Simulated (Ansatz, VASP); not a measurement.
## ZnGe: VASP beside Ansatz

Wanted: the spread between two codes on one cell, functional and k mesh. The cell is invented: As first built, before any earlier steps moved the atoms (in the runner's words): it takes the TiZn structure with some of its atoms replaced by other elements, volume scaled by an estimate. It may not be a known or stable phase. The cell is taken from a series of VASP runs on this material, whose earlier steps may have relaxed, scaled or displaced it; both programs get it as it stands.

Method: plane waves, with VASP 6.6.1 beside it; band structure at HSE06, in Ansatz 0.2.0.

**1. Set-up**

Symmetry: Pm-3m, No. 221, cubic system. Conventional cell: a = 3.290 Å, b = 3.290 Å, c = 3.290 Å, α = 90.00°, β = 90.00°, γ = 90.00°. Ge has 8 Zn at 2.85 Å nearest. Nearest to Zn lie 8 Ge at 2.85 Å. As first built, before any earlier steps moved the atoms (in the runner's words): sites of the TiZn structure (space group 221) filled with other elements, volume scaled by an estimate. Farther neighbours are not listed.

**2. VASP: band structure, HSE06**

With cell and atoms fixed, the geometry can't cause a difference; cores, projectors, grids and the points listed under the comparison can.

Lines of VASP's logs that name or quote its potential files are left out, and so is its time.

The run reads the wave functions of an earlier VASP run, which isn't shown here.

Input file INCAR:

```
SYSTEM = ZnGe
PREC = Accurate
ENCUT = 410
EDIFF = 1E-06
NELM = 100
ISMEAR = 0
SIGMA = 0.02
LREAL = .FALSE.
ALGO = Normal
LHFCALC = .TRUE.
AEXX = 0.25
GGA = PE
HFSCREEN = 0.2
LASPH = .TRUE.
PRECFOCK = Fast
LORBIT = 11
LWAVE = .FALSE.
LCHARG = .FALSE.
KPAR = 4
```

Input file POSCAR:

```
ZnGe
1.0
    3.2898053742      0.0000000000      0.0000000000
    0.0000000000      3.2898053742      0.0000000000
    0.0000000000      0.0000000000      3.2898053742
Ge Zn
1 1
Direct
    0.5000000000      0.5000000000      0.5000000000
    0.0000000000      0.0000000000      0.0000000000
```

Input file KPOINTS:

```
Automatic mesh
0
Gamma
4 4 4
0 0 0
```

Input file KPOINTS_OPT:

```
Line mode
10
Line-mode
Reciprocal
  0.00000000   0.00000000   0.00000000 GAMMA
  0.00000000   0.50000000   0.00000000 X

  0.00000000   0.50000000   0.00000000 X
  0.50000000   0.50000000   0.00000000 M

  0.50000000   0.50000000   0.00000000 M
  0.00000000   0.00000000   0.00000000 GAMMA

  0.00000000   0.00000000   0.00000000 GAMMA
  0.50000000   0.50000000   0.50000000 R

  0.50000000   0.50000000   0.50000000 R
  0.00000000   0.50000000   0.00000000 X

  0.50000000   0.50000000   0.00000000 M
  0.50000000   0.50000000   0.50000000 R
```

The projector-augmented-wave data sets are Ge_d and Zn (PBE family, release 64).

The run is started by

```sh
mpirun -np 4 vasp_std
```

Numbers of over 12 decimals in the logs are rounded to 6 here.

What it wrote:

```text
[banner, memory and clock lines left out]
running    4 mpi-ranks, on    1 nodes
 distrk:  each k-point on    1 cores,    4 groups
 distr:  one band on    1 cores,    1 groups

 POSCAR found type information on POSCAR GeZn
 POSCAR found :  2 types and       2 ions
 LDA part: xc-table for (Slater+PW92), standard interpolation
 found WAVECAR, reading the header
 POSCAR, INCAR and KPOINTS ok, starting setup
 FFT: planning ... GRIDC
 FFT: planning ... GRID_SOFT
 FFT: planning ... GRID
 reading WAVECAR
 the WAVECAR file was read successfully
 initial charge from wavefunction
 entering main loop
       N       E                     dE             d eps       ncg     rms          rms(c)
DAV:   1    -0.615232415486E+01   -0.61523E+01   -0.12138E+00   446   0.271E+01    0.162E+00
DAV:   2    -0.611476910521E+01    0.37555E-01   -0.21071E-01   404   0.851E+00    0.563E-01
DAV:   3    -0.611565672544E+01   -0.88762E-03   -0.23420E-02   436   0.266E+00    0.358E-01
DAV:   4    -0.611567664705E+01   -0.19922E-04   -0.17862E-03   383   0.596E-01    0.197E-01
DAV:   5    -0.611560621898E+01    0.70428E-04   -0.11692E-04   450   0.221E-01    0.118E-01
DAV:   6    -0.611558232690E+01    0.23892E-04   -0.13863E-05   371   0.459E-02    0.723E-02
DAV:   7    -0.611557069273E+01    0.11634E-04   -0.13401E-06   257   0.197E-02    0.435E-02
DAV:   8    -0.611556530718E+01    0.53856E-05   -0.75331E-07   197   0.840E-03    0.259E-02
DAV:   9    -0.611556262502E+01    0.26822E-05   -0.30059E-07   188   0.495E-03    0.153E-02
DAV:  10    -0.611556084849E+01    0.17765E-05   -0.93920E-08   181   0.344E-03    0.909E-03
DAV:  11    -0.611556043076E+01    0.41773E-06   -0.53895E-08   180   0.214E-03
   1 F= -.61155604E+01 E0= -.61145257E+01  d E =-.206938E-02
 Start KPOINTS_OPT (optional k-point list driver)
k-point batch [1-10\60]
       N       E                     dE             ncg
DAV:   1    -0.111458839963E+04   -0.42674E+04      348
DAV:   2    -0.263720794444E+04   -0.15226E+04      340
DAV:   3    -0.278761894351E+04   -0.15041E+03      410
DAV:   4    -0.279212741517E+04   -0.45085E+01      389
DAV:   5    -0.279220933743E+04   -0.81922E-01      393
DAV:   6    -0.279221143518E+04   -0.20977E-02      393
DAV:   7    -0.279221151131E+04   -0.76135E-04      403
DAV:   8    -0.279221151525E+04   -0.39391E-05      375
DAV:   9    -0.279221151548E+04   -0.22959E-06      259
[...]
k-point batch [51-60\60]
       N       E                     dE             ncg
DAV:   1    -0.128431518866E+04   -0.11905E+05      340
DAV:   2    -0.266839654783E+04   -0.13841E+04      340
DAV:   3    -0.279351856670E+04   -0.12512E+03      364
DAV:   4    -0.279687755749E+04   -0.33590E+01      390
DAV:   5    -0.279696448289E+04   -0.86925E-01      411
DAV:   6    -0.279696916180E+04   -0.46789E-02      383
DAV:   7    -0.279696946962E+04   -0.30782E-03      390
DAV:   8    -0.279696949311E+04   -0.23489E-04      321
DAV:   9    -0.279696949535E+04   -0.22341E-05      263
DAV:  10    -0.279696949598E+04   -0.63305E-06      242
```

OUTCAR, selected parts (step 2):

```text
ion  position               nearest neighbor table
   1  0.500  0.500  0.500-   2 2.85   2 2.85   2 2.85   2 2.85   2 2.85   2 2.85   2 2.85   2 2.85

  LATTYP: Found a simple cubic cell.
 ALAT       =     3.2898053742

 Subroutine GETGRP returns: Found 48 space group operations
 (whereof 48 operations were pure point group operations)

The static configuration has the point symmetry O_h .

 Found     10 irreducible k-points:

   k-points           NKPTS =     10   k-points in BZ     NKDIM =     64   number of bands    NBANDS=     17

   dimension x,y,z NGX =    24 NGY =   24 NGZ =   24
   dimension x,y,z NGXF=    48 NGYF=   48 NGZF=   48

   ENCUT  =  410.0 eV  30.13 Ry    5.49 a.u.   5.43  5.43  5.43*2*pi/ulx,y,z

   NELECT =      26.0000    total number of electrons

 k-points in reciprocal lattice and weights: Automatic mesh
   0.00000000  0.00000000  0.00000000       0.016
   0.25000000  0.00000000  0.00000000       0.094
   0.50000000  0.00000000  0.00000000       0.047
   0.25000000  0.25000000  0.00000000       0.188
   0.50000000  0.25000000  0.00000000       0.188
   0.50000000  0.50000000  0.00000000       0.047
   0.25000000  0.25000000  0.25000000       0.125
   0.50000000  0.25000000  0.25000000       0.188
   0.50000000  0.50000000  0.25000000       0.094
   0.50000000  0.50000000  0.50000000       0.016

  exchange ACFDT corr.  =         0.00000000  see jH, gK, PRB 81, 115126

 average (electrostatic) potential at core
       1 -67.5640       2 -27.3664

 E-fermi :   4.1915

 k-point     1 :       0.0000    0.0000    0.0000
  band No.  band energies     occupation
    ...
      7      -4.9390      2.00000
      8      -4.9390      2.00000
      9      -4.6193      2.00000
     10      -4.6193      2.00000
     11      -4.6193      2.00000
     12       6.2511      0.00000
     13       6.2511      0.00000
     14       6.2511      0.00000
     15       7.2781      0.00000
     16      11.1619      0.00000
    ...

 k-point     2 :       0.2500    0.0000    0.0000
  band No.  band energies     occupation
    ...
      8      -4.8587      2.00000
      9      -4.6958      2.00000
     10      -4.6958      2.00000
     11      -4.6144      2.00000
     12       0.8362      2.00000
     13       7.2667      0.00000
     14       7.2667      0.00000
     15       9.1906      0.00000
     16      11.8876      0.00000
     17      15.5500      0.00000

 k-point     3 :       0.5000    0.0000    0.0000
  band No.  band energies     occupation
    ...
      8      -4.8991      2.00000
      9      -4.7693      2.00000
     10      -4.7693      2.00000
     11      -4.6097      2.00000
     12      -2.7399      2.00000
     13       9.1278      0.00000
     14       9.1278      0.00000
     15      11.1026      0.00000
     16      12.2968      0.00000
     17      12.3981      0.00000

  energy-cutoff  :      410.00
  volume of cell :       35.60
      direct lattice vectors                 reciprocal lattice vectors
     3.289805374  0.000000000  0.000000000     0.303969350  0.000000000  0.000000000
     0.000000000  3.289805374  0.000000000     0.000000000  0.303969350  0.000000000
     0.000000000  0.000000000  3.289805374     0.000000000  0.000000000  0.303969350

 POSITION                                       TOTAL-FORCE (eV/Angst)
 -----------------------------------------------------------------------------------
      1.64490      1.64490      1.64490         0.000000      0.000000      0.000000
      0.00000      0.00000      0.00000         0.000000      0.000000      0.000000
 -----------------------------------------------------------------------------------
    total drift:                               -0.000006     -0.000005     -0.000006

  FREE ENERGIE OF THE ION-ELECTRON SYSTEM (eV)
  ---------------------------------------------------
  free  energy   TOTEN  =        -6.1155604308 eV

  energy  without entropy=       -6.1134910470  energy(sigma->0) =       -6.11452574

 total charge
# of ion       s       p       d       tot
------------------------------------------
    1        1.271   0.921  10.012  12.204
    2        0.577   0.331   9.782  10.689
--------------------------------------------------
tot          1.848   1.251  19.793  22.893

[... 3 further parts left out ...]
```

The k-mesh is coarse for exact exchange; levels may shift by about 0.1 eV on a finer one. Spin-orbit coupling is off here; it would split degenerate levels.

(Continued in part 2 of 2.)

[Lines on the potential files, build, host, timing and source positions are cut from VASP's logs without a mark.]

[Logs are printed without paths, hosts, clocks, repeated set-up lines and the standing remarks that a program may print on its own settings, such as how far it seeks lower states.]

[Hosts, paths, dates, database ids (printed as entryN), source tags and the programs' standing remarks are cut or masked in the printed files.]
